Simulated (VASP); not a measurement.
```
PtS2
1.0
    3.55055     0.00000     0.00000
   -1.77528     3.07487     0.00000
    0.00000     0.00000     5.50673
Pt S
1 2
Direct
  0.00000   0.00000   0.00000
  0.33333   0.66667   0.23000
  0.66667   0.33333   0.77000
```

Computed with r2SCAN meta-GGA, VASP's PBE PAW potentials (set 64) (plane waves; VASP). Settings: PREC = Normal, EDIFF = 1E-5, 400 eV cut-off, 10×10×6 Γ-centred mesh, Gaussian smearing of 0.050 eV, potentials Pt S.

Task: The ions are relaxed. What does this cell relax into?

Result: 
```
PtS2
1.0
    3.55055     0.00000     0.00000
   -1.77528     3.07487     0.00000
    0.00000     0.00000     5.50673
Pt S
1 2
Direct
  0.00000   0.00000   0.00000
  0.33333   0.66667   0.22355
  0.66667   0.33333   0.77645
```
Space group P-3m1 (164), at a tolerance of 0.03 Å.

Task: How much energy does the relaxation gain?

Result: The energy (σ→0) changes by -5.8 meV/atom, in 3 ionic steps.

```
step  E(σ→0) (eV)  max force (eV/Å)  pressure (GPa)  volume (Å³)
----  -----------  ----------------  --------------  -----------
1        -68.8551             0.479           -2.42        60.12
2        -68.8702             0.173           -0.84        60.12
3        -68.8725             0.006            0.03        60.12
```

The compound is PtS2 in the 1T layered structure. This run relaxes the ions in a fixed cell. Symmetry was kept, so distortions that lower it aren't found.
